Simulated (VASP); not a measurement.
# BP (space group F-43m): computed properties

Computed with LDA (Ceperley-Alder, Perdew-Zunger), VASP's LDA PAW potentials (set 64) (plane waves; VASP).

```yaml
space_group: F-43m (216)
cell: a = 4.490 Å, b = 4.490 Å, c = 4.490 Å, α = 90.00°, β = 90.00°, γ = 90.00°
volume_per_atom: 11.31 Å³/atom
band gap (over mesh and band path): 1.15 eV
smallest direct gap (over mesh and band path): 3.43 eV
hill_bulk_modulus: 176 GPa
hill_shear_modulus: 169 GPa
Poisson's ratio: 0.135
band_edge_character: indirect, Γ to Γ-X at 0.86
density: 3.07 g/cm³
mean ε∞ (DFPT): 9.20
mean ε∞ (independent particles): 9.63
mean static ε: 9.36
optical Γ-point spectrum: 819 (×3) cm⁻¹
C11: 359 GPa
C12: 84.2 GPa
C44: 195 GPa
```

```xyz
2
Lattice="0.0000 2.2448 2.2448 2.2448 0.0000 2.2448 2.2448 2.2448 0.0000" Properties=species:S:1:pos:R:3 pbc="T T T"
B      0.0000     0.0000     0.0000
P      1.1224     1.1224     1.1224
```

The structure comes from a computed database's BP entry (F-43m); how it stands against other phases isn't given here. It was relaxed first. Symmetry was kept, so distortions that lower it aren't found.
